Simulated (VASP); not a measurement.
A convergence study with VASP on InP (zinc blende): one setting is varied, all else stays as given below, so the limit is that of these other settings. Each run relaxes cell and ions from the cell shown. The basis is that of the starting cell, so low cut-offs carry a Pulay error.

```xyz
2
Lattice="0.0000 2.9350 2.9350 2.9350 0.0000 2.9350 2.9350 2.9350 0.0000" Properties=species:S:1:pos:R:3 pbc="T T T"
In     0.0000     0.0000     0.0000
P      1.4675     1.4675     1.4675
```

Calculation: PBEsol GGA, VASP's PBE PAW potentials (set 64) (plane waves; VASP). The tightest run used: 700 eV cut-off, 7×7×7 Γ-centred mesh, Gaussian smearing of 0.050 eV, potentials In_d P.

Unless said otherwise, spin-orbit coupling is left out, though it shifts the bands of the heavy elements here. Gaps are read on the run's mesh, which can miss a band edge.

The settings run are ENCUT = 200; ENCUT = 250; ENCUT = 300; ENCUT = 400; ENCUT = 450; ENCUT = 500; ENCUT = 550; ENCUT = 600; ENCUT = 650; ENCUT = 700. From which on does the relaxed volume stay within 0.1 Å³/atom of the tightest run?

From ENCUT = 400 on: it is off by 0.018 there and by no more than 0.1 in any finer run, while ENCUT = 300 is off by 0.136.
```json
[
 {"setting": "ENCUT = 200", "relaxed volume (Å³/atom)": "23.379", "E (eV/atom)": "-4.5765", "gap on the mesh (eV)": "0.997", "plane waves": "331", "difference judged (Å³/atom)": "2.020"},
 {"setting": "ENCUT = 250", "relaxed volume (Å³/atom)": "25.262", "E (eV/atom)": "-4.5725", "gap on the mesh (eV)": "0.587", "plane waves": "465", "difference judged (Å³/atom)": "0.137"},
 {"setting": "ENCUT = 300", "relaxed volume (Å³/atom)": "25.264", "E (eV/atom)": "-4.5743", "gap on the mesh (eV)": "0.590", "plane waves": "609", "difference judged (Å³/atom)": "0.136"},
 {"setting": "ENCUT = 400", "relaxed volume (Å³/atom)": "25.381", "E (eV/atom)": "-4.5756", "gap on the mesh (eV)": "0.568", "plane waves": "941", "difference judged (Å³/atom)": "0.018"},
 {"setting": "ENCUT = 450", "relaxed volume (Å³/atom)": "25.395", "E (eV/atom)": "-4.5758", "gap on the mesh (eV)": "0.565", "plane waves": "1117", "difference judged (Å³/atom)": "0.004"},
 {"setting": "ENCUT = 500", "relaxed volume (Å³/atom)": "25.383", "E (eV/atom)": "-4.5757", "gap on the mesh (eV)": "0.568", "plane waves": "1308", "difference judged (Å³/atom)": "0.016"},
 {"setting": "ENCUT = 550", "relaxed volume (Å³/atom)": "25.385", "E (eV/atom)": "-4.5758", "gap on the mesh (eV)": "0.568", "plane waves": "1494", "difference judged (Å³/atom)": "0.015"},
 {"setting": "ENCUT = 600", "relaxed volume (Å³/atom)": "25.394", "E (eV/atom)": "-4.5759", "gap on the mesh (eV)": "0.566", "plane waves": "1716", "difference judged (Å³/atom)": "0.005"},
 {"setting": "ENCUT = 650", "relaxed volume (Å³/atom)": "25.400", "E (eV/atom)": "-4.5760", "gap on the mesh (eV)": "0.564", "plane waves": "1922", "difference judged (Å³/atom)": "0.001"},
 {"setting": "ENCUT = 700", "relaxed volume (Å³/atom)": "25.399", "E (eV/atom)": "-4.5760", "gap on the mesh (eV)": "0.565", "plane waves": "2141", "difference judged (Å³/atom)": "0.000"}
]
```

Left out are rungs that failed or repeat a setting and relaxations that didn't move; long series are thinned to 24 rows.

The compound is InP in the zinc blende structure.
